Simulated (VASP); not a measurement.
Data:

```
CELL_PARAMETERS angstrom
      5.42647     0.00000     0.00000
      0.00000     5.42647     0.00000
      0.00000     0.00000     5.42647
ATOMIC_POSITIONS crystal
  Mg 0.50000 0.50000 0.50000
  Zn 0.00000 0.00000 0.50000
  Zn 0.50000 0.00000 0.00000
  Zn 0.00000 0.50000 0.00000
  S  0.75686 0.75686 0.24314
  S  0.75686 0.24314 0.75686
  S  0.24314 0.24314 0.24314
  S  0.24314 0.75686 0.75686
```

The numbers are results of PBEsol GGA, VASP's PBE PAW potentials (set 64) (plane waves; VASP), not measurements. Settings: 400 eV cut-off, 5×5×5 Γ-centred mesh, Gaussian smearing of 0.010 eV, potentials Mg Zn S.

Task: Estimate the energy per atom (σ→0), band gap (on the k-mesh) with the smallest direct gap where there is one.

Result: 
The band gap (on the k-mesh) is 2.31 eV. The smallest direct gap (on the k-mesh) is 2.31 eV and the energy per atom (σ→0) comes out as -3.949 eV/atom.

The absolute energy has meaning only against runs of the same code, potentials and settings.

The structure comes from a computed database's MgZn3S4 entry (P-43m); how it stands against other phases isn't given here. It was relaxed first.
